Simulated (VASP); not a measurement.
```yaml
crystal:
  lattice:
    - [-1.57500, 1.57500, 1.57500]
    - [1.57500, -1.57500, 1.57500]
    - [1.57500, 1.57500, -1.57500]
  atoms:
    - { symbol: Mo, position: [0.00000, 0.00000, 0.00000] }
```

Computed with PBE GGA, VASP's PBE PAW potentials (set 64) (plane waves; VASP). Run with 300 eV cut-off, 10×10×10 Γ-centred mesh, Gaussian smearing of 0.050 eV, potentials Mo_sv.

**Question.** Give the energies of bands 5 to 10 at the high-symmetry points, in eV from the Fermi level.

**Answer.** 
```tsv
band	Γ	H	N	P
5	-7.37	-5.57	-5.45	-2.74
6	-1.48	-5.57	-3.52	-2.74
7	-1.48	3.88	1.50	-2.74
8	-1.48	3.88	1.58	2.34
9	1.55	3.88	2.21	2.34
10	1.55	8.94	4.64	9.46
```

It has no gap at this level: it comes out as a metal or semimetal.

The structure is a typed Mo crystal (Im-3m). The cell was not relaxed at this level.
